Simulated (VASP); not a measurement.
An input for Ansatz (written as the equivalent of a VASP run, and not itself run):

Ansatz 0.2 input:
```yaml
crystal:
  lattice:
    - [4.6687846, 0.0000000, 0.0000000]
    - [0.0000000, 4.6687846, 0.0000000]
    - [0.0000000, 0.0000000, 4.6687846]
  atoms:
    - { symbol: Cs, position: [0.0000000, 0.0000000, 0.0000000] }
    - { symbol: I, position: [0.5000000, 0.5000000, 0.5000000] }
kpoints:
  mp_grid: { grid: [6, 6, 6] }
hamiltonian:
  xc: pbe
  pseudopotentials: { kind: paw }
scf:
  occupations: { method: gaussian, width: 0.05 }
  max_iter: 100
relax:
  max_steps: 40
  f_tol: 0.02
  cell: {}
output: { forces: true, stress: true, eigenvalues: true }
```

Q: Write the VASP files for the same calculation (PBE).

A: Several could match; the one computed here: 
**INCAR**
```
! general
SYSTEM   =  CsI
PREC     =  Accurate
ENCUT    =  500   ! plane-wave cut-off (eV)
LREAL    =  .FALSE.   ! projection in real space or not
LASPH    =  .TRUE.   ! aspherical one-centre terms

! electronic loop
EDIFF    =  1E-6
NELM     =  100
ALGO     =  Normal
LMAXMIX  =  4   ! l cut-off of mixed one-centre charges

! smearing
ISMEAR   =  0
SIGMA    =  0.05

! functional
GGA      =  PE   ! PBE

! ions
IBRION   =  2   ! conjugate gradients
NSW      =  40
ISIF     =  3   ! ions, shape and volume
EDIFFG   =  -0.02   ! ionic stop

! output
LWAVE    =  .FALSE.
LCHARG   =  .FALSE.
```

### POSCAR
```
CsI
1.0
  4.6687845990   0.0000000000   0.0000000000
  0.0000000000   4.6687845990   0.0000000000
  0.0000000000   0.0000000000   4.6687845990
Cs I
1 1
Cart
  0.0000000000   0.0000000000   0.0000000000
  2.3343922995   2.3343922995   2.3343922995
```

File KPOINTS:
```
Automatic mesh
0
G
  6 6 6
```

POTCAR, in this order: Cs_sv I (PBE.64 set). Program: vasp_std.

The two are equivalent in intent, not identical: each code has its own PAW files, so the cut-off isn't converted (ENCUT is set for VASP's; basis.ecutwfc is left out, and Ansatz then takes the one that its files recommend); Ansatz stops its SCF on the density residual and VASP on the energy change (EDIFF).

The compound is CsI in the CsCl type structure. It was relaxed first, which changed the volume by +7 %.
